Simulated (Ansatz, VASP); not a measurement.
# MoI in VASP and in Ansatz

```
Mo I
1.0
     0.00000    3.17885    3.17885
     3.17885    0.00000    3.17885
     3.17885    3.17885    0.00000
Mo I
1 1
Direct
  0.00000 0.00000 0.00000
  0.75000 0.75000 0.75000
```

The cell was built by a generator and needn't be a form met in nature.

Alike in both runs: task relaxation of cell and atoms; functional PBE; k mesh 7 × 7 × 7; occupations fermi-dirac, width 0.05 eV; no spin polarisation.

|  | VASP | Ansatz |
| --- | --- | --- |
| version | VASP 6.6.1 | Ansatz 0.2.0 |
| potentials or method | VASP PAW PBE potentials, release 64 (Mo_sv, I) | Ansatz PAW |
| plane-wave cutoff (eV) | 600 | 420 |
| valence electrons in the cell | 21 | 31 |

Ansatz gave:

* gap on the k mesh at the Fermi level, each at its own relaxed structure (eV): none
* relaxed volume (Å³/atom): 28.19
* relaxed cell length with the largest relative difference (Å): 4.304
* energy change over the relaxation (meV/atom): -104

**Question.** Estimate VASP's values.

**Answer.** gap on the k mesh at the Fermi level, each at its own relaxed structure (eV): none; relaxed volume (Å³/atom): 28.15; relaxed cell length with the largest relative difference (Å): 4.302; energy change over the relaxation (meV/atom): -106.

A gap of «none» marks a metal or a gap that the smearing closes. The two sets of potentials don't hold the same shells in valence.

Caveats: an odd number of electrons without spin polarisation forces a metal; a magnetic or distorted state may lie lower; the plane-wave basis is chosen anew once the cell has moved, so the energies of steps on either side of that aren't comparable (Ansatz). The runs have no spin-orbit coupling, so splittings on I are missing.
